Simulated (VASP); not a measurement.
Level of theory: vdW-DF2, VASP's PBE PAW potentials (set 64) (plane waves; VASP 6.6.1).

The input files of a VASP run:

**KPOINTS**
```
kpoints
0
G
6 6 6
0 0 0
```

### INCAR
```
# general
SYSTEM   = KZnF3
PREC     = Accurate
ENCUT    = 520
LREAL    = .FALSE.
LASPH    = .TRUE.

# electronic loop
EDIFF    = 1E-7
NELM     = 100
ALGO     = Normal
LMAXMIX  = 4

# smearing
ISMEAR   = -5

# functional
GGA      = ML
LUSE_VDW = .TRUE.
AGGAC    = 0.0
ZAB_VDW  = -1.8867

# ions
ISIF     = 2

# output
LWAVE    = .FALSE.
LCHARG   = .TRUE.
LORBIT   = 11
NEDOS    = 601

# other
LEFG     = .TRUE.
```

### POSCAR
```
KZnF3
1
    4.1582934514     0.0000000000    -0.0000000000
    0.0000000000     4.1582934514     0.0000000000
    0.0000000000     0.0000000000     4.1582934514
K Zn F
1 1 3
Direct
  0.0000000000   0.0000000000   0.0000000000
  0.5000000000   0.5000000000   0.5000000000
  0.5000000000   0.0000000000   0.5000000000
  0.0000000000   0.5000000000   0.5000000000
  0.5000000000   0.5000000000   0.0000000000
```

POTCAR, in this order: K_sv Zn F (PBE.64 set). Program: vasp_std.

The resulting files:

File OSZICAR:
```
       N       E                     dE             d eps       ncg     rms          rms(c)
DAV:   1     0.455101054163E+03    0.45510E+03   -0.22522E+04  1000   0.198E+03
DAV:   2     0.222256287092E+02   -0.43288E+03   -0.42411E+03  1192   0.480E+02
DAV:   3    -0.128725462854E+02   -0.35098E+02   -0.34971E+02  1164   0.152E+02
DAV:   4    -0.137285163943E+02   -0.85597E+00   -0.85500E+00  1632   0.215E+01
DAV:   5    -0.137381853522E+02   -0.96690E-02   -0.96642E-02  1327   0.185E+00    0.121E+01
DAV:   6    -0.104717801491E+02    0.32664E+01   -0.12910E+01  1392   0.442E+01    0.655E+00
DAV:   7    -0.105504874825E+02   -0.78707E-01   -0.18827E+00  1036   0.933E+00    0.436E+00
DAV:   8    -0.105334075750E+02    0.17080E-01   -0.70218E-01  1268   0.154E+01    0.170E+00
DAV:   9    -0.104916012231E+02    0.41806E-01   -0.13041E-01  1544   0.101E+01    0.588E-01
DAV:  10    -0.104878123254E+02    0.37889E-02   -0.56993E-02  1486   0.504E+00    0.144E-01
DAV:  11    -0.104880772088E+02   -0.26488E-03   -0.81239E-03  1115   0.853E-01    0.379E-02
DAV:  12    -0.104881751696E+02   -0.97961E-04   -0.66724E-04  1432   0.559E-01    0.650E-02
DAV:  13    -0.104881011564E+02    0.74013E-04   -0.40233E-04  1440   0.629E-01    0.110E-02
DAV:  14    -0.104881064337E+02   -0.52772E-05   -0.71683E-05  1089   0.601E-02    0.861E-03
DAV:  15    -0.104881050716E+02    0.13621E-05   -0.38131E-06  1531   0.484E-02    0.354E-03
DAV:  16    -0.104881048812E+02    0.19039E-06   -0.16438E-06  1454   0.125E-02    0.757E-04
DAV:  17    -0.104881048489E+02    0.32277E-07   -0.69899E-08   539   0.533E-03
   1 F= -.10488105E+02 E0= -.10488105E+02  d E =0.000000E+00
```

**OUTCAR**
```
------------------------ aborting loop because EDIFF is reached ----------------------------------------
  FORCE on cell =-STRESS in cart. coord.  units (eV):
  Direction    XX          YY          ZZ          XY          YZ          ZX
  --------------------------------------------------------------------------------------
  Total        0.0175162      0.0175162      0.0175162      0.0000000     -0.0000000      0.0000000
  in kB        0.3903058      0.3903058      0.3903058      0.0000000     -0.0000000      0.0000000
  external PRESSURE =       0.3903058 kB  Pullay stress =       0.0000000 kB
  volume of cell :       71.90
      direct lattice vectors                 reciprocal lattice vectors
     4.158293451  0.000000000  0.000000000     0.240483268  0.000000000  0.000000000
     0.000000000  4.158293451  0.000000000     0.000000000  0.240483268  0.000000000
     0.000000000  0.000000000  4.158293451     0.000000000  0.000000000  0.240483268
 POSITION                                       TOTAL-FORCE (eV/Angst)
 -----------------------------------------------------------------------------------
      0.00000      0.00000      0.00000         0.000000      0.000000      0.000000
      2.07915      2.07915      2.07915         0.000000      0.000000      0.000000
      2.07915      0.00000      2.07915         0.000000      0.000000      0.000000
      0.00000      2.07915      2.07915         0.000000      0.000000      0.000000
      2.07915      2.07915      0.00000         0.000000      0.000000      0.000000
 -----------------------------------------------------------------------------------
    total drift:                                0.000000     -0.000000     -0.000000
  FREE ENERGIE OF THE ION-ELECTRON SYSTEM (eV)
  ---------------------------------------------------
  free  energy   TOTEN  =       -10.4881048489 eV

  energy  without entropy=      -10.4881048489  energy(sigma->0) =      -10.48810485

 total charge

# of ion       s       p       d       tot
------------------------------------------
    1        1.949   5.524   0.019   7.493
    2        0.325   0.316   9.933  10.573
    3        1.723   4.347   0.000   6.070
    4        1.723   4.347   0.000   6.070
    5        1.723   4.347   0.000   6.070
--------------------------------------------------
tot          7.442  18.882   9.952  36.276

 Electric field gradients after diagonalization (V/A^2)
 (convention: |V_zz| > |V_xx| > |V_yy|)
----------------------------------------------------------------------
 ion       V_xx      V_yy      V_zz     asymmetry (V_yy - V_xx)/ V_zz
----------------------------------------------------------------------
   1      -0.000     0.000    -0.000      -1.113
   2       0.000     0.000    -0.000       0.070
   3     -50.002   -50.002   100.003       0.000
   4     -50.002   -50.002   100.003       0.000
   5     -50.002   -50.002   100.003       0.000
```
(Selected blocks of OUTCAR.)

The compound is KZnF3 in the cubic perovskite structure. It was relaxed first, which changed the volume by +8 %.
